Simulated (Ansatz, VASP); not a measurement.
**Cross-check of Al (linear Al chain) between VASP and Ansatz**

One calculation is typed for both programs; each brings its own data sets. How far apart do they land? The cell is taken from a series of runs on this material, whose earlier steps may have relaxed, scaled, displaced or heated it; both programs get it as it stands.

Method: plane waves, with VASP 6.6.1 beside it; single point at LDA, in Ansatz 0.2.0.

### 1. Starting point

The cell holds 1 atom: 1 Al. Cell: a = 7.500 Å, b = 7.500 Å, c = 3.106 Å, α = 90.0°, β = 90.0°, γ = 90.0°. Vacuum lies along a and b. The structure's axis is c.

### 2. Ansatz: single point, LDA

Ansatz runs on its default PAW (the set named soft_2) files.

A single point gives forces, pressure and levels at one fixed geometry, so differences don't come from the geometry; what else differs is listed under the comparison.

File input.yaml:

```yaml
crystal:
  lattice:
    - [7.5, 0.0, 0.0]
    - [0.0, 7.5, 0.0]
    - [0.0, 0.0, 3.1064123448]
  atoms:
    - { symbol: Al, position: [0.5, 0.5, 0.0], spin: 0.5 }
magnetization:
  spin_polarized: true
kpoints:
  mp_grid: { grid: [1, 1, 26] }
scf:
  occupations: { method: fermi_dirac, width: 0.05 }
hamiltonian:
  xc: lda
output:
  transmission:
    e_range: [-2, 2]
    de: 0.035
    kmesh: [1, 1]
    reduced_basis: true
    leads: [[0, 0]]
  stress: true
```

Command:

```console
$ ansatz run input.yaml --threads 4 --pin off --max-ram 8192MiB --backend cpu --events-out ev --progress --plain --runs-dir out
```

Numbers of over 12 decimals in the logs are rounded to 6 here.

The log of the run:

```text
Engine: ansatz 0.2.0, aarch64-unknown-linux-gnu
Pseudopotentials: kind: paw
Pseudopotential: Al, paw, valence charge 3, recommended cutoff 420 eV (normal), Al.paw.azcp
Functional definition: SPW92
  exchange = slater_x
  correlation = pw_c
Crystal: 1 atoms, lattice volume = 174.736 Å³
Basis set: ecut = 420 eV, 3427 PW (Γ)
Bands: 6, of which v1, the nominal top of the filled ones, is band 2 counted from 1 (1 counted from 0)
Symmetry: 16 space group operations
Space group: P4/mmm (ITA 123), of the structure as read, at distance tolerance 5.6e-5 Å
Magnetic group: BNS 123.339 (UNI 999), of the structure as read, at distance tolerance 5.6e-5 Å
k-points: 14 of 26
Non-local potential: Al, projectors of the file, l = 0: 2, l = 1: 2, l = 2: 1
PAW form: soft (Blöchl's): semilocal exchange-correlation on the pseudo side does not see the compensation charge
PAW frozen core: Al, regenerated for the run's functional, and the local potential with it (the file was generated under x = pbe(κ = 0.804, μ = 0.219515), c = pbe(β = 0.066725))
PAW one-centre angular grid: Al, 110 points (default); XC on 64 Gauss nodes
Initial density: superposition of atomic densities (neutral atoms: chi_scale 0, normalization atom)
Starting moments: Σ|m| = 0.5 μB on 1 of 1 site
Initial wavefunctions: pseudopotential atomic-orbital guess
Functional: x = slater, c = lda
SCF iter   1: F=—  HF=-510.312288 eV  |F-HF|=—  |Δ(HF+E_count)|=         —  Δρ=4.14e-3 (↑3.04e-3 ↓4.14e-3)  dr2=1.95e-1  dr2_m=1.92e-3  M=0.557 μB ∫|m|=0.557 μB  β_m=0.30  ethr=3.10e-3  ⟨swp⟩=6.7  Hψ=1872  notcnv=0
preconditioner: auto → none  [insulator: Δε(μ)=0.144 eV  Ē_g=6.043 eV  σ=0.050 eV  W_gap=0.60  n_scr=8 (ndim 8)  ℏωp=4.9 eV  f_vac=0.386  D(μ)=1.70/eV (n_scr^D=8)  ε∞_Penn≈1.6]
SCF iter   2: F=—  HF=-510.270509 eV  |F-HF|=—  |Δ(HF+E_count)|=   4.18e-2  Δρ=2.76e-3 (↑1.95e-3 ↓2.76e-3)  dr2=7.78e-2  dr2_m=1.18e-3  M=0.571 μB ∫|m|=0.571 μB  β_m=0.30  ethr=3.10e-3  ⟨swp⟩=1.0  Hψ=392  notcnv=0
spin-set hold released at iteration 2 (site moments show no strong build): the magnetisation degrees of freedom join the quasi-Newton model from the next iteration; the mixer history was kept
SCF iter   3: F=—  HF=-510.250797 eV  |F-HF|=—  |Δ(HF+E_count)|=   1.97e-2  Δρ=1.46e-3 (↑1.46e-3 ↓4.39e-4)  dr2=5.31e-3  dr2_m=1.40e-3  M=0.551 μB ∫|m|=0.551 μB  β_m=0.30  ethr=2.59e-3  ⟨swp⟩=2.7  Hψ=251  notcnv=0
SCF iter   4: F=—  HF=-510.251907 eV  |F-HF|=—  |Δ(HF+E_count)|=   1.11e-3  Δρ=8.97e-4 (↑8.97e-4 ↓4.46e-4)  dr2=1.21e-3  dr2_m=6.82e-4  M=0.571 μB ∫|m|=0.571 μB  β_m=0.65  ethr=1.77e-4  ⟨swp⟩=2.4  Hψ=231  notcnv=0
SCF iter   5: F=—  HF=-510.254654 eV  |F-HF|=—  |Δ(HF+E_count)|=   2.75e-3  Δρ=9.09e-5 (↑3.80e-5 ↓9.09e-5)  dr2=1.37e-5  dr2_m=5.95e-6  M=0.600 μB ∫|m|=0.600 μB  β_m=0.77  ethr=4.03e-5  ⟨swp⟩=2.5  Hψ=275  notcnv=0
SCF iter   6: F=—  HF=-510.254682 eV  |F-HF|=—  |Δ(HF+E_count)|=   2.79e-5  Δρ=3.40e-5 (↑3.31e-5 ↓3.40e-5)  dr2=1.39e-5  dr2_m=5.41e-7  M=0.600 μB ∫|m|=0.600 μB  β_m=0.76  ethr=4.56e-7  ⟨swp⟩=2.0  Hψ=215  notcnv=0  defer=1
SCF iter   7: F=—  HF=-510.254678 eV  |F-HF|=—  |Δ(HF+E_count)|=   3.88e-6  Δρ=1.03e-5 (↑1.03e-5 ↓7.89e-6)  dr2=3.54e-8  dr2_m=1.30e-7  M=0.600 μB ∫|m|=0.600 μB  β_m=0.88  ethr=3.33e-9  ⟨swp⟩=4.4  Hψ=1051  notcnv=0
SCF iter   8: F=—  HF=-510.254679 eV  |F-HF|=—  |Δ(HF+E_count)|=   6.26e-7  Δρ=2.44e-6 (↑2.44e-6 ↓1.01e-6)  dr2=4.43e-8  dr2_m=1.42e-9  M=0.601 μB ∫|m|=0.601 μB  β_m=0.83  ethr=1.18e-9  ⟨swp⟩=4.9  Hψ=675  notcnv=0
SCF iter   9: F=-510.254679 eV  HF=-510.254679 eV  |F-HF|=3.25e-10  |Δ(HF+E_count)|=   8.11e-9  Δρ=3.28e-7 (↑3.28e-7 ↓1.28e-7)  dr2=8.04e-10  dr2_m=2.68e-11  M=0.601 μB ∫|m|=0.601 μB  ethr=1.18e-9  ⟨swp⟩=3.5  Hψ=358  notcnv=0
SCF 1 converged in 9 iterations: F = -510.254679 eV  dr2 = 8.04e-10
  greatest PAW one-centre occupation: 0.576 electrons in one spin orbital (limit 2), on the Al atom at site 0 (counted from 0), in its partial waves of l = 0
transmission: 8 of 48 steps passed
transmission: 12 of 48 steps passed
[...]
transmission: 48 of 48 steps passed
SCF converged after 9 iterations
Magnetization: 0.6006 μB (1.8003 up, 1.1997 down)
Absolute magnetization: 0.6008 μB (∫|ρ↑−ρ↓|, with the PAW one-centre terms)
Spin contamination: 0.0002 ħ² per cell (⟨S²⟩ above its minimum at these occupations)
Per-site moments (μB) at R_I (Å): [(0.208871, 1.28139509223)]
Free energy (F): -510.254679 eV
Harris-Foulkes:  -510.254679 eV  (|F-HF|=3.25e-10)
Internal energy: -510.241348 eV  (E = F + TS)
E sigma→0 (E₀):  -510.248013 eV
Entropy (-TS):   -0.013331 eV (-13.331 meV/atom)
Fermi energy:    -2.241905 eV
--- Per-component energies (eV) ---
  E_band       = -15.772287
  E_kinetic    = 16.621903
  E_local      = -59.677425  (includes V_loc(G=0)·N_el)
  E_nonlocal   = 12.105246
  E_hartree    = 21.214057
  E_xc         = -34.932333
  E_vxc        = -23.533258  (∫ρ·V_xc dr)
  E_paw        = -442.890365  (= ΣΔE_a)
  E_vpaw       = -3.716700  (= ΣTr[D̂ρ^β])
  E_aug_tail   = -0.000003  (compensation charges beyond the density's cutoff)
  E_ewald      = -22.738144
  E_core_change = 0.055717  (= ΣΔE_core)
  E_smearing   = -0.013331  (= −TS)
  E_closure    = 0.000000  (closes the sum)
  Σ components = -510.254679   (vs F -510.254679, Δ=0.00e0)
--- Stress (GPa, compression-positive) ---
        0.077185       0.000000       0.000000
        0.000000       0.077185       0.000000
        0.000000       0.000000      -2.072759
  P = ⅓ Tr σ = -0.6395 GPa (-6.395 kbar)
--- Band table (eV; the first three rows and the last of 28) ---
  k-point 0 ↑: bands = ["-7.9500", "-2.5433", "-2.5433", "0.0586", "1.2023", "2.5001"]
  k-point 1 ↑: bands = ["-7.9278", "-2.5224", "-2.5224", "0.0813", "1.2251", "2.5226"]
  k-point 2 ↑: bands = ["-7.8615", "-2.4601", "-2.4601", "0.1493", "1.2936", "2.5900"]
  k-point 13 ↓: bands = ["-4.3413", "-3.2794", "0.5968", "0.5968", "2.8684", "2.8684"]
--- Transmission ---
  basis      : 497 plane waves across, 4 finite elements along
  points     : 1, standing for a mesh of 1 x 1
  filling    : by the input's occupations and mesh, since the crystals that have channels conduct as metals do. If one of these is a semiconductor, that mesh has misplaced its level
  energies   : 115 from -2.000000 to 1.990000 eV about the Fermi level, 0.035000 eV apart; the leads are filled to 0.000000 eV, and channels, transmission and decay are at -0.005000 eV
  crystal 0  : Al1, at the sites [0, 0], period 3.1064 Å: whole cells are its period
    offset         : up to 0.0000 Å between an atom of the period and one for which it stands
    filled         : 1.0 meV under the level at which it is neutral
    channels       : 3.000000e0 up, 1.000000e0 down
    conductance    : 2.7574e14 S/m² at 300 K; may be off by some 0.0 % by where its bands' edges are placed, 0.0 % from the distance to neutral
```

The column dr2 measures how far the density is from self-consistency, as an energy; F and HF (Harris–Foulkes) agree once it is small.

### 3. VASP: single point, LDA

The same cell, functional (in two slightly different forms), mesh and smearing now go to VASP, with its own data sets.

Lines of VASP's logs that name or quote its potential files are left out, and so is its time.

File INCAR:

```
SYSTEM = Al
PREC = Accurate
ENCUT = 500
EDIFF = 1E-06
NELM = 200
ISMEAR = -1
SIGMA = 0.05
LREAL = .FALSE.
ALGO = Normal
GGA = PW92
NBANDS = 9
ISPIN = 2
MAGMOM = 0.21
LORBIT = 11
LWAVE = .FALSE.
LCHARG = .FALSE.
ISIF = 2
LASPH = .TRUE.
GGA_COMPAT = .FALSE.
```

File POSCAR:

```
Al
1.0
    7.5000000000      0.0000000000      0.0000000000
    0.0000000000      7.5000000000      0.0000000000
    0.0000000000      0.0000000000      3.1064123448
Al
1
Direct
    0.5000000000      0.5000000000      0.0000000000
```

File KPOINTS:

```
Automatic mesh
0
Gamma
1 1 26
0 0 0
```

Potentials, in the order of the species: Al (LDA family, release 64).

Command:

```console
$ mpirun -np 1 vasp_std
```

The log of the run:

```text
[banner, memory and clock lines left out]
running    1 mpi-ranks, on    1 nodes
 distrk:  each k-point on    1 cores,    1 groups
 distr:  one band on    1 cores,    1 groups

 POSCAR found type information on POSCAR Al
 POSCAR found :  1 types and       1 ions
|                                                                             |
|               ----> ADVICE to this user running VASP <----                  |
|                                                                             |
|     You enforced a specific xc type in the INCAR file but a different       |
|     [... a line on the potential file left out ...]
|     I HOPE YOU KNOW WHAT YOU ARE DOING!                                     |
|                                                                             |

 LDA part: xc-table for (Slater(with rela. corr.)+PW92), standard interpolation
 POSCAR, INCAR and KPOINTS ok, starting setup
 FFT: planning ... GRIDC
 FFT: planning ... GRID_SOFT
 FFT: planning ... GRID
 WAVECAR not read
 entering main loop
       N       E                     dE             d eps       ncg     rms          rms(c)
DAV:   1     0.351534681985E+01    0.35153E+01   -0.62289E+02   504   0.144E+02
DAV:   2    -0.145013580611E+01   -0.49655E+01   -0.43713E+01   661   0.226E+01
DAV:   3    -0.161070905250E+01   -0.16057E+00   -0.14952E+00   619   0.416E+00
DAV:   4    -0.161291493770E+01   -0.22059E-02   -0.22033E-02   669   0.608E-01
DAV:   5    -0.161296836462E+01   -0.53427E-04   -0.53426E-04   617   0.955E-02    0.101E+00
DAV:   6    -0.157138794287E+01    0.41580E-01   -0.24731E-02   572   0.368E-01    0.570E-01
DAV:   7    -0.155546305260E+01    0.15925E-01   -0.42660E-02   564   0.501E-01    0.162E-01
DAV:   8    -0.155850162963E+01   -0.30386E-02   -0.34250E-03   556   0.198E-01    0.109E-01
DAV:   9    -0.156056754745E+01   -0.20659E-02   -0.12777E-03   525   0.940E-02    0.514E-02
DAV:  10    -0.156094798156E+01   -0.38043E-03   -0.10914E-04   568   0.326E-02    0.296E-02
DAV:  11    -0.156143221497E+01   -0.48423E-03   -0.14904E-04   554   0.280E-02    0.142E-02
DAV:  12    -0.156162579236E+01   -0.19358E-03   -0.50403E-05   544   0.183E-02    0.823E-03
DAV:  13    -0.156171163114E+01   -0.85839E-04   -0.86820E-06   522   0.685E-03    0.442E-03
DAV:  14    -0.156175306738E+01   -0.41436E-04   -0.32830E-06   524   0.420E-03    0.264E-03
DAV:  15    -0.156177335500E+01   -0.20288E-04   -0.29342E-06   522   0.376E-03    0.111E-03
DAV:  16    -0.156177553313E+01   -0.21781E-05   -0.24718E-07   520   0.126E-03    0.823E-04
DAV:  17    -0.156177630266E+01   -0.76953E-06   -0.14152E-07   532   0.987E-04
   1 F= -.15617763E+01 E0= -.15551039E+01  d E =-.133448E-01  mag=     0.6002
```

Parts of OUTCAR (step 3):

```text
ion  position               nearest neighbor table
   1  0.500  0.500  0.000-

  LATTYP: Found a simple tetragonal cell.
 ALAT       =     7.5000000000
 C/A-ratio  =     0.4141883126

 Subroutine GETGRP returns: Found 16 space group operations
 (whereof 16 operations were pure point group operations)

The static configuration has the point symmetry D_4h.

 Found     14 irreducible k-points:

   k-points           NKPTS =     14   k-points in BZ     NKDIM =     14   number of bands    NBANDS=      9

   dimension x,y,z NGX =    56 NGY =   56 NGZ =   24
   dimension x,y,z NGXF=   112 NGYF=  112 NGZF=   48

   ENCUT  =  500.0 eV  36.75 Ry    6.06 a.u.  13.67 13.67  5.66*2*pi/ulx,y,z

   NELECT =       3.0000    total number of electrons

 k-points in reciprocal lattice and weights: Automatic mesh
   0.00000000  0.00000000  0.00000000       0.038
   0.00000000  0.00000000  0.03846154       0.077
   0.00000000  0.00000000  0.07692308       0.077
   0.00000000  0.00000000  0.11538462       0.077
   0.00000000  0.00000000  0.15384615       0.077
   0.00000000  0.00000000  0.19230769       0.077
   0.00000000  0.00000000  0.23076923       0.077
   0.00000000  0.00000000  0.26923077       0.077
   0.00000000  0.00000000  0.30769231       0.077
[...]
0.00000000  0.00000000  0.46153846       0.077
   0.00000000  0.00000000  0.50000000       0.038

 average (electrostatic) potential at core
       1 -81.9164

 E-fermi :  -2.2355

 spin component 1
 k-point     1 :       0.0000    0.0000    0.0000
  band No.  band energies     occupation
      1      -7.9384      1.00000
      2      -2.5375      0.99762
      3      -2.5375      0.99762
      4       0.0672      0.00000
      5       1.2121      0.00000
      6       2.5136      0.00000
      7       3.3521      0.00000
      8       3.3521      0.00000
    ...

 k-point     2 :       0.0000    0.0000    0.0385
  band No.  band energies     occupation
      1      -7.9163      1.00000
      2      -2.5166      0.99640
      3      -2.5166      0.99640
      4       0.0899      0.00000
      5       1.2350      0.00000
      6       2.5361      0.00000
      7       3.3743      0.00000
      8       3.3743      0.00000
    ...

 k-point     3 :       0.0000    0.0000    0.0769
  band No.  band energies     occupation
      1      -7.8500      1.00000
      2      -2.4542      0.98757
      3      -2.4542      0.98757
      4       0.1578      0.00000
      5       1.3035      0.00000
      6       2.6036      0.00000
      7       3.4407      0.00000
      8       3.4407      0.00000
    ...

 k-point     4 :       0.0000    0.0000    0.1154
  band No.  band energies     occupation
      1      -7.7395      1.00000
      2      -2.3505      0.90892
      3      -2.3505      0.90892
      4       0.2706      0.00000
      5       1.4177      0.00000
      6       2.7160      0.00000
      7       3.2222      0.00000
      8       3.5509      0.00000
    ...

 k-point     5 :       0.0000    0.0000    0.1538
  band No.  band energies     occupation
      1      -7.5853      1.00000
      2      -2.2060      0.35646
      3      -2.2060      0.35646
      4       0.4264      0.00000
      5       1.5774      0.00000
      6       2.4029      0.00000
    ...

 k-point     6 :       0.0000    0.0000    0.1923
  band No.  band energies     occupation
      1      -7.3877      1.00000
      2      -2.0213      0.01361
      3      -2.0213      0.01361
      4       0.6163      0.00000
      5       1.5845      0.00000
      6       1.7827      0.00000
    ...

  Total        0.0832006      0.0832006     -2.2639806      0.0000000     -0.0000000      0.0000000
  in kB        0.7628786      0.7628786    -20.7587721      0.0000000     -0.0000000      0.0000000
  external PRESSURE =      -6.4110049 kB  Pullay stress =       0.0000000 kB

  energy-cutoff  :      500.00
  volume of cell :      174.74
      direct lattice vectors                 reciprocal lattice vectors
     7.500000000  0.000000000  0.000000000     0.133333333  0.000000000  0.000000000
     0.000000000  7.500000000  0.000000000     0.000000000  0.133333333  0.000000000
     0.000000000  0.000000000  3.106412345     0.000000000  0.000000000  0.321914765

 POSITION                                       TOTAL-FORCE (eV/Angst)
 -----------------------------------------------------------------------------------
      3.75000      3.75000      0.00000         0.000000      0.000000      0.000000
 -----------------------------------------------------------------------------------
    total drift:                               -0.000000     -0.000000      0.000000

  FREE ENERGIE OF THE ION-ELECTRON SYSTEM (eV)
  ---------------------------------------------------
  free  energy   TOTEN  =        -1.5617763027 eV

  energy  without entropy=       -1.5484315430  energy(sigma->0) =       -1.55510392

 total charge
# of ion       s       p       d       tot
------------------------------------------
    1        0.586   0.177   0.000   0.763

 magnetization (x)
# of ion       s       p       d       tot
------------------------------------------
    1        0.002   0.081   0.000   0.082

[... 6 further parts left out ...]
```

### 4. Differences

Known differences besides the potentials themselves: VASP starts from the moments at which Ansatz ended; the cutoff is 420 eV in Ansatz and 500 eV in VASP; VASP's log shows a relativistic correction to its local exchange, Ansatz's none; site moments are counted in spheres of each program's own size. Total energies have different zeros and are not compared.

Both answers:

```
          quantity  Ansatz   VASP  difference
    pressure (GPa)   -0.64  -0.64        0.00
 total moment (μB)    0.60   0.60        0.00
moment on Al1 (μB)    0.21   0.08       +0.13
```

The total moments and the pattern agree; the site moments differ because the programs count them in spheres of different size.

### 5. What came out

| Item | Value |
| --- | --- |
| difference in total moment (single point, LDA) | 4.1e-4 μB |

What this shows: The difference in total moment is 4.1e-4 μB (single point, LDA). Such differences can come from data sets, numerical settings and the points named under the comparisons, not from the functional's error against experiment.

[Lines on the potential files, build, host, timing and source positions are cut from VASP's logs without a mark.]

[Logs are printed without paths, hosts, clocks, repeated set-up lines and the standing remarks that a program may print on its own settings, such as how far it seeks lower states.]

[Hosts, paths, dates, database ids (printed as entryN), source tags and the programs' standing remarks are cut or masked in the printed files.]
